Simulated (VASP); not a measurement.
The cell holds one Na (bcc) (111) slab, with vacuum along c, ions free to move until forces fall under 0.03 eV/Å, no reconstruction beyond this cell, dipole correction on.

Input:

```yaml
crystal:
  lattice:
    - [5.99147, 0.00000, 0.00000]
    - [-2.99573, 5.18876, 0.00000]
    - [0.00000, 0.00000, 24.70165]
  atoms:
    - { symbol: Na, position: [0.66667, 0.33333, 0.33282] }
    - { symbol: Na, position: [0.33333, 0.66667, 0.38366] }
    - { symbol: Na, position: [0.00000, 0.00000, 0.42174] }
    - { symbol: Na, position: [0.66667, 0.33333, 0.47419] }
    - { symbol: Na, position: [0.33333, 0.66667, 0.52581] }
    - { symbol: Na, position: [0.00000, 0.00000, 0.57826] }
    - { symbol: Na, position: [0.66667, 0.33333, 0.61634] }
    - { symbol: Na, position: [0.33333, 0.66667, 0.66718] }
```

Calculation: r2SCAN meta-GGA, VASP's PBE PAW potentials (set 64) (plane waves; VASP). Run with 400 eV cut-off, 6×6×1 Γ-centred mesh, first-order Methfessel-Paxton smearing of 0.10 eV, potentials Na_pv.

Slab and bulk use different k-meshes, so the surface energy is good to a few per cent at best.

Problem. Predict its surface energy, work function, band gap (on the k-mesh).

Solution. 
The surface energy comes out as 0.28 J/m^2, the work function comes out as 2.46 eV and the band gap (on the k-mesh) is none (metal, semimetal or under 0.01 eV).

The cell is a thin slab with vacuum, built from Na (bcc): (111) face.
